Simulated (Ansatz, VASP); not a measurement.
**Cross-check of H (H2) between VASP and Ansatz**

Wanted: the spread between two codes on one cell, functional and k mesh. The cell is taken from a series of runs on this material, whose earlier steps may have relaxed, scaled, displaced or heated it; both programs get it as it stands.

Program: Ansatz 0.2.0. Level of theory: plane waves, with VASP 6.6.1 beside it; single point at PBE with D3(BJ), single point at PBE and single point at r2SCAN with D4. Results are calculated unless marked as measured.

## (1) Set-up

The cell holds 2 atoms: 2 H. Its edges and angles: a = 11.000 Å, b = 11.300 Å, c = 11.600 Å, α = 90.0°, β = 90.0°, γ = 90.0°. As first built, before any earlier steps moved the atoms (in the runner's words): one molecule of H2 in a box of 11 x 11.3 x 11.6 A, bonds from typed starting values. Vacuum lies along a, b and c.

Structure file:

```cif
data_structure
_symmetry_space_group_name_H-M 'P 1'
_symmetry_Int_Tables_number 1
_cell_length_a 11.0000
_cell_length_b 11.3000
_cell_length_c 11.6000
_cell_angle_alpha 90.000
_cell_angle_beta 90.000
_cell_angle_gamma 90.000
_cell_volume 1441.88
loop_
_atom_site_label
_atom_site_type_symbol
_atom_site_fract_x
_atom_site_fract_y
_atom_site_fract_z
_atom_site_occupancy
H1 H 0.50306 0.49886 0.46535 1
H2 H 0.49794 0.50159 0.52977 1
```

## (2) Ansatz: single point, PBE with D3(BJ)

Ansatz runs on its default PAW (the set named soft_2) files.

A single point gives forces, pressure and levels at one fixed geometry, so differences don't come from the geometry; what else differs is listed under the comparison.

Contents of input.yaml:

```yaml
crystal:
  lattice:
    - [11.0, 0.0, 0.0]
    - [0.0, 11.3, 0.0]
    - [0.0, 0.0, 11.6]
  atoms:
    - { symbol: H, position: [0.50306, 0.49886, 0.46535] }
    - { symbol: H, position: [0.49794, 0.50159, 0.52977] }
kpoints:
  mp_grid: { grid: [1, 1, 1] }
hamiltonian:
  xc: pbe
  dispersion: d3bj
scf:
  occupations: { method: fermi_dirac, width: 0.01 }
output:
  forces: true
```

The run is started by

```console
$ ansatz run input.yaml --threads 6 --pin off --max-ram 102400MiB --backend cuda --events-out ev --progress --plain --runs-dir out
```

Numbers of over 12 decimals in the logs are rounded to 6 here.

The program printed:

```text
Engine: ansatz 0.2.0, x86_64-unknown-linux-gnu
Pseudopotentials: kind: paw
Pseudopotential: H, paw, valence charge 1, recommended cutoff 420 eV (normal), H.paw.azcp
Functional definition: PBE
  parameter kappa = 0.804
  parameter beta = 0.066725
  exchange = pbe_x(kappa = kappa, mu = beta*pi^2/3)
  correlation = pbe_c(beta = beta)
device memory: the entry about to start is reckoned to put 1.1 GiB on a device that reports 50.9 GiB free
GPU FFT provider: cuFFT
GPU libraries: cuBLAS 13.8.2, cuFFT 12.4.0, cuSOLVER 12.3.4
Crystal: 2 atoms, lattice volume = 1441.880 Å³
Basis set: ecut = 420 eV, 28211 PW (Γ), exchange–correlation on 150×160×160 points (8 copies of the dense FFT grid, shifted against one another)
Bands: 5, of which v1, the nominal top of the filled ones, is band 1 counted from 1 (0 counted from 0)
Symmetry: 2 space group operations
Space group: P-1 (ITA 2), of the structure as read, at distance tolerance 1.1e-4 Å
k-points: 1
Non-local potential: H, projectors of the file, l = 0: 2, l = 1: 1
PAW form: soft (Blöchl's): semilocal exchange-correlation on the pseudo side does not see the compensation charge
PAW one-centre angular grid: H, 110 points (default); XC on 64 Gauss nodes
Initial density: superposition of atomic densities (neutral atoms: chi_scale 0, normalization atom), corrected by the library's trained network
Initial wavefunctions: pseudopotential atomic-orbital guess
GPU buffer pool allocated for 480000 grid points (all kernels)
GPU transforms: local potential and band sums: pruned to the plane-wave sphere, on 75×75×80
Functional: x = pbe(κ = 0.804, μ = 0.219515), c = pbe(β = 0.066725)
SCF iter   1: F=—  HF=-31.746595 eV  |F-HF|=—  |Δ(HF+E_count)|=         —  Δρ=9.41e-5  dr2=9.61e-5  ethr=1.77e-3  ⟨swp⟩=8.0  Hψ=67  notcnv=0
preconditioner: auto → Resta (q_TF=auto, 0.911 Å⁻¹)  ε∞=1.0  [insulator: Δε(μ)=10.090 eV  Ē_g=10.700 eV  σ=0.010 eV  W_gap=1.00  n_scr=18 (ndim 8)  ℏωp=1.4 eV  f_vac=0.933  D(μ)=0.00/eV (n_scr^D=0)  ε∞_Penn≈1.0  vacuum switching on, ρ_ref=8.3e-3 e/Å³]
SCF iter   2: F=—  HF=-31.746742 eV  |F-HF|=—  |Δ(HF+E_count)|=   1.46e-4  Δρ=2.17e-5  dr2=4.60e-6  ethr=4.81e-6  ⟨swp⟩=4.0  Hψ=24  notcnv=0
SCF iter   3: F=—  HF=-31.746896 eV  |F-HF|=—  |Δ(HF+E_count)|=   1.54e-4  Δρ=6.33e-6  dr2=2.88e-7  ethr=2.30e-7  ⟨swp⟩=4.0  Hψ=18  notcnv=0
iter 4 did not close the SCF: its close was put off for the readings that it lacked (scf_convergence_deferred on its scf_iter line)
SCF iter   4: F=-31.746924 eV  HF=-31.746924 eV  |F-HF|=7.49e-9  |Δ(HF+E_count)|=   2.86e-5  Δρ=1.37e-6  dr2=1.53e-8  ethr=1.44e-8  ⟨swp⟩=4.0  Hψ=18  notcnv=0
iter 5 did not close the SCF: its close was put off for the readings that it lacked (scf_convergence_deferred on its scf_iter line)
SCF iter   5: F=-31.746924 eV  HF=-31.746924 eV  |F-HF|=3.54e-11  |Δ(HF+E_count)|=   9.22e-9  Δρ=1.27e-7  dr2=1.26e-10  ethr=7.65e-10  ⟨swp⟩=2.0  Hψ=6  notcnv=0
SCF iter   6: F=-31.746924 eV  HF=-31.746924 eV  |F-HF|=3.48e-13  |Δ(HF+E_count)|=  4.72e-11  Δρ=7.72e-9  dr2=6.54e-13  ethr=6.31e-12  ⟨swp⟩=1.0  Hψ=13  notcnv=0
SCF 1 converged in 6 iterations: F = -31.746924 eV  dr2 = 6.54e-13
  greatest PAW one-centre occupation: 0.371 electrons in one spin orbital (limit 2), on the H atom at site 1 (counted from 0), in its partial waves of l = 0
SCF converged after 6 iterations
Free energy (F): -31.746924 eV
Harris-Foulkes:  -31.746924 eV  (|F-HF|=3.48e-13)
Internal energy: -31.746924 eV  (E = F + TS)
E sigma→0 (E₀):  -31.746924 eV
Fermi energy:    -5.221397 eV
--- Per-component energies (eV) ---
  E_band       = -20.628434
  E_kinetic    = 26.762813
  E_local      = -83.564904  (includes V_loc(G=0)·N_el)
  E_nonlocal   = 3.380315
  E_hartree    = 28.357631
  E_xc         = -17.518174
  E_vxc        = -22.507363  (∫ρ·V_xc dr)
  E_paw        = -1.141197  (= ΣΔE_a)
  E_vpaw       = -1.412044  (= ΣTr[D̂ρ^β])
  E_aug_tail   = -0.002519  (compensation charges beyond the density's cutoff)
  E_ewald      = 11.981630
  E_disp       = -0.002520  (pairwise vdW)
  E_smearing   = -0.000000  (= −TS)
  E_closure    = -0.000000  (closes the sum)
  Σ components = -31.746924   (vs F -31.746924, Δ=0.00e0)
--- Forces (eV/Å), atoms counted from 1 ---
  atom   1  H      0.00068329    -0.00038445    -0.00915514
  atom   2  H     -0.00068329     0.00038445     0.00915514
  max |Σ_I F_I| component: 0.00e0 eV/Å
```

In the SCF lines HF is the Harris–Foulkes energy and dr2 the Hartree energy of the density residual, in eV; the loop may stop once dr2 is under the threshold and the program's other checks hold. Hψ counts applications of the Hamiltonian.

## (3) VASP: single point, PBE with D3(BJ)

The same cell, functional, mesh and smearing now go to VASP, with its own data sets.

Lines of VASP's logs that name or quote its potential files are left out, and so is its time.

Contents of INCAR:

```
SYSTEM = H
PREC = Accurate
ENCUT = 400
EDIFF = 1E-06
NELM = 120
ISMEAR = -1
SIGMA = 0.01
LREAL = .FALSE.
ALGO = Normal
GGA = PE
IVDW = 12
NBANDS = 7
LORBIT = 11
LWAVE = .FALSE.
LCHARG = .FALSE.
ISIF = 2
LASPH = .TRUE.
GGA_COMPAT = .FALSE.
EFERMI = MIDGAP
```

Contents of POSCAR:

```
H
1.0
   11.0000000000      0.0000000000      0.0000000000
    0.0000000000     11.3000000000      0.0000000000
    0.0000000000      0.0000000000     11.6000000000
H
2
Direct
    0.5030600000      0.4988600000      0.4653500000
    0.4979400000      0.5015900000      0.5297700000
```

Contents of KPOINTS:

```
Automatic mesh
0
Gamma
1 1 1
0 0 0
```

The projector-augmented-wave data sets are H (PBE family, release 64).

The run is started by

```console
$ mpirun -np 2 vasp_gam
```

The program printed:

```text
[banner, memory and clock lines left out]
running    2 mpi-ranks, on    1 nodes
 distrk:  each k-point on    2 cores,    1 groups
 distr:  one band on    1 cores,    2 groups

 POSCAR found type information on POSCAR H
 POSCAR found :  1 types and       2 ions
 LDA part: xc-table for (Slater+PW92), standard interpolation
|                                                                             |
|           W    W    AA    RRRRR   N    N  II  N    N   GGGG   !!!           |
|           W    W   A  A   R    R  NN   N  II  NN   N  G    G  !!!           |
|           W    W  A    A  R    R  N N  N  II  N N  N  G       !!!           |
|           W WW W  AAAAAA  RRRRR   N  N N  II  N  N N  G  GGG   !            |
|           WW  WW  A    A  R   R   N   NN  II  N   NN  G    G                |
|           W    W  A    A  R    R  N    N  II  N    N   GGGG   !!!           |
|                                                                             |
|     The number of bands has been changed from the values supplied in        |
|     The orbitals not found in the WAVECAR file will be initialized with     |
|     random numbers, which is usually adequate. For correlated               |
|     calculations, however, you should redo the groundstate calculation.     |
|     I found NBANDS = 7. Now, NBANDS = 8.                                    |
|                                                                             |

 POSCAR, INCAR and KPOINTS ok, starting setup
 FFT: planning ... GRIDC
 FFT: planning ... GRID_SOFT
 FFT: planning ... GRID
 WAVECAR not read
 entering main loop
       N       E                     dE             d eps       ncg     rms          rms(c)
DAV:   1     0.218673591906E+01    0.21867E+01   -0.45205E+02    16   0.103E+02
DAV:   2    -0.686585067232E+01   -0.90526E+01   -0.90526E+01    16   0.281E+01
DAV:   3    -0.743766401504E+01   -0.57181E+00   -0.57181E+00    24   0.110E+01
DAV:   4    -0.743810494589E+01   -0.44093E-03   -0.44093E-03    16   0.361E-01
DAV:   5    -0.743810730861E+01   -0.23627E-05   -0.23627E-05    16   0.295E-02    0.446E+00
DAV:   6    -0.699748430658E+01    0.44062E+00   -0.22103E-01    16   0.134E+00    0.244E+00
DAV:   7    -0.675600073592E+01    0.24148E+00   -0.53098E-01    16   0.211E+00    0.300E-01
DAV:   8    -0.675961942916E+01   -0.36187E-02   -0.65155E-03    16   0.215E-01    0.248E-01
DAV:   9    -0.675556652623E+01    0.40529E-02   -0.48623E-03    16   0.194E-01    0.447E-02
DAV:  10    -0.675769370716E+01   -0.21272E-02   -0.12917E-03    16   0.931E-02    0.341E-02
DAV:  11    -0.675790047194E+01   -0.20676E-03   -0.10955E-05    24   0.160E-02    0.205E-02
DAV:  12    -0.675971506391E+01   -0.18146E-02   -0.54156E-04    24   0.667E-02    0.113E-02
DAV:  13    -0.675992946322E+01   -0.21440E-03   -0.24595E-05    16   0.135E-02    0.848E-03
DAV:  14    -0.676004027271E+01   -0.11081E-03   -0.12624E-05    16   0.947E-03    0.228E-03
DAV:  15    -0.676009496524E+01   -0.54693E-04   -0.22721E-06    16   0.381E-03    0.102E-03
DAV:  16    -0.676010594453E+01   -0.10979E-04   -0.40584E-07    16   0.183E-03    0.747E-04
DAV:  17    -0.676011364120E+01   -0.76967E-05   -0.30990E-07    16   0.145E-03    0.268E-04
DAV:  18    -0.676011441895E+01   -0.77775E-06   -0.13087E-08    16   0.304E-04
   1 F= -.67626348E+01 E0= -.67626348E+01  d E =0.000000E+00
```

Parts of OUTCAR (step 3):

```text
ion  position               nearest neighbor table
   1  0.503  0.499  0.465-   2 0.75
   2  0.498  0.502  0.530-   1 0.75

  LATTYP: Found a simple orthorhombic cell.
 ALAT       =    11.0000000000
 B/A-ratio  =     1.0272727273
 C/A-ratio  =     1.0545454545

 Subroutine GETGRP returns: Found  2 space group operations
 (whereof  1 operations were pure point group operations)

The static configuration has the point symmetry C_1 .
 The point group associated with its full space group is S_2 .

 Found      1 irreducible k-points:

   k-points           NKPTS =      1   k-points in BZ     NKDIM =      1   number of bands    NBANDS=      8

   dimension x,y,z NGX =    72 NGY =   80 NGZ =   80
   dimension x,y,z NGXF=   144 NGYF=  160 NGZF=  160

   ENCUT  =  400.0 eV  29.40 Ry    5.42 a.u.  17.94 18.43 18.92*2*pi/ulx,y,z

   NELECT =       2.0000    total number of electrons

 k-points in reciprocal lattice and weights: Automatic mesh
   0.00000000  0.00000000  0.00000000       1.000

 average (electrostatic) potential at core
       1 -41.5700       2 -41.5701

 E-fermi :  -5.2257

 k-point     1 :       0.0000    0.0000    0.0000
  band No.  band energies     occupation
      1     -10.3105      2.00000
      2      -0.1408      0.00000
      3       0.2923      0.00000
      4       0.7856      0.00000
      5       0.8298      0.00000
      6       0.9846      0.00000
    ...

 Edisp (eV)   -0.00252

  Total      -0.12194    -0.11953    -0.13882     0.00004    -0.00070     0.00143
  in kB      -0.13550    -0.13282    -0.15425     0.00004    -0.00077     0.00159
  external pressure =       -0.14 kB  Pullay stress =        0.00 kB

  energy-cutoff  :      400.00
  volume of cell :     1441.88
      direct lattice vectors                 reciprocal lattice vectors
    11.000000000  0.000000000  0.000000000     0.090909091  0.000000000  0.000000000
     0.000000000 11.300000000  0.000000000     0.000000000  0.088495575  0.000000000
     0.000000000  0.000000000 11.600000000     0.000000000  0.000000000  0.086206897

 POSITION                                       TOTAL-FORCE (eV/Angst)
 -----------------------------------------------------------------------------------
      5.53366      5.63712      5.39806         0.002041     -0.000642     -0.022529
      5.47734      5.66797      6.14533        -0.002041      0.000642      0.022529
 -----------------------------------------------------------------------------------
    total drift:                               -0.000003      0.000001     -0.000001

  FREE ENERGIE OF THE ION-ELECTRON SYSTEM (eV)
  ---------------------------------------------------
  free  energy   TOTEN  =        -6.7626347599 eV

  energy  without entropy=       -6.7626347599  energy(sigma->0) =       -6.76263476

 total charge
# of ion       s       p       d       tot
------------------------------------------
    1        0.610   0.027   0.000   0.637
    2        0.610   0.027   0.000   0.637
--------------------------------------------------
tot          1.220   0.054   0.000   1.274
```

## (4) Differences

Known differences besides the potentials themselves: the cutoff is 420 eV in Ansatz and 400 eV in VASP. Total energies have different zeros and are not compared.

Compared:

```csv
quantity,Ansatz,VASP,difference
gap on the k mesh (eV),10.186,10.170,+0.016
```

At this near-relaxed geometry the largest component of a force difference is 13 meV/Å.

## (5) Ansatz: single point, PBE

A single point gives forces, pressure and levels at one fixed geometry, so differences don't come from the geometry; what else differs is listed under the comparison.

The cell is taken from a series of runs on this material, whose earlier steps may have relaxed, scaled, displaced or heated it; both programs get it as it stands.

input.yaml: that of step 2 with these lines changed.

```diff
@@ -12,3 +12,2 @@
   xc: pbe
-  dispersion: d3bj
 scf:
```

The run is started by

```console
$ ansatz run input.yaml --threads 6 --pin off --max-ram 102400MiB --backend cuda --events-out ev --progress --plain --runs-dir out
```

The program printed:

```text
[...]
GPU FFT provider: cuFFT
GPU libraries: cuBLAS 13.8.2, cuFFT 12.4.0, cuSOLVER 12.3.4
Crystal: 2 atoms, lattice volume = 1441.880 Å³
Basis set: ecut = 420 eV, 28211 PW (Γ), exchange–correlation on 150×160×160 points (8 copies of the dense FFT grid, shifted against one another)
Bands: 5, of which v1, the nominal top of the filled ones, is band 1 counted from 1 (0 counted from 0)
Symmetry: 2 space group operations
[...]
SCF 1 converged in 6 iterations: F = -31.744404 eV  dr2 = 6.54e-13
[...]
SCF converged after 6 iterations
Free energy (F): -31.744404 eV
[...]
Internal energy: -31.744404 eV  (E = F + TS)
E sigma→0 (E₀):  -31.744404 eV
Fermi energy:    -5.221397 eV
[...]
--- Forces (eV/Å), atoms counted from 1 ---
  atom   1  H      0.00056301    -0.00031857    -0.00755937
  atom   2  H     -0.00056301     0.00031857     0.00755937
  max |Σ_I F_I| component: 0.00e0 eV/Å
```

## (6) VASP: single point, PBE

The same cell, functional, mesh and smearing now go to VASP, with its own data sets.

INCAR: that of step 3 with these lines changed.

```diff
@@ -10,3 +10,2 @@
 GGA = PE
-IVDW = 12
 NBANDS = 7
```

POSCAR is that of step 3.

KPOINTS is that of step 3.

The run is started by

```console
$ mpirun -np 2 vasp_gam
```

The program printed:

```text
[banner, memory and clock lines left out]
running    2 mpi-ranks, on    1 nodes
[...]
LDA part: xc-table for (Slater+PW92), standard interpolation
 [... a notice as in an earlier step ...]

 POSCAR, INCAR and KPOINTS ok, starting setup
[...]
entering main loop
       N       E                     dE             d eps       ncg     rms          rms(c)
[... 18 cycles as in an earlier step ...]
   1 F= -.67601144E+01 E0= -.67601144E+01  d E =0.000000E+00
```

Parts of OUTCAR (step 6):

```text
  Total       -0.1219133     -0.1194998     -0.1399786      0.0000392     -0.0007462      0.0015248
  in kB       -0.1354667     -0.1327849     -0.1555404      0.0000436     -0.0008292      0.0016944
  external PRESSURE =      -0.1412640 kB  Pullay stress =       0.0000000 kB

 POSITION                                       TOTAL-FORCE (eV/Angst)
 -----------------------------------------------------------------------------------
      5.53366      5.63712      5.39806         0.001921     -0.000576     -0.020933
      5.47734      5.66797      6.14533        -0.001921      0.000576      0.020933
 -----------------------------------------------------------------------------------
    total drift:                               -0.000003      0.000001     -0.000001

  FREE ENERGIE OF THE ION-ELECTRON SYSTEM (eV)
  ---------------------------------------------------
  free  energy   TOTEN  =        -6.7601144190 eV

  energy  without entropy=       -6.7601144190  energy(sigma->0) =       -6.76011442

[... 2 parts as in an earlier step ...]

[... 1 further part left out ...]
[key lines of the parts left out:]
E-fermi :  -5.2257
```

## (7) Side by side

Compared:

```csv
quantity,Ansatz,VASP,difference
gap on the k mesh (eV),10.186,10.170,+0.016
```

At this near-relaxed geometry the largest component of a force difference is 13 meV/Å.

(Continued in part 2 of 2.)

[Lines on the potential files, build, host, timing and source positions are cut from VASP's logs without a mark.]

[Logs are printed without paths, hosts, clocks, repeated set-up lines and the standing remarks that a program may print on its own settings, such as how far it seeks lower states.]

[Hosts, paths, dates, database ids (printed as entryN), source tags and the programs' standing remarks are cut or masked in the printed files.]
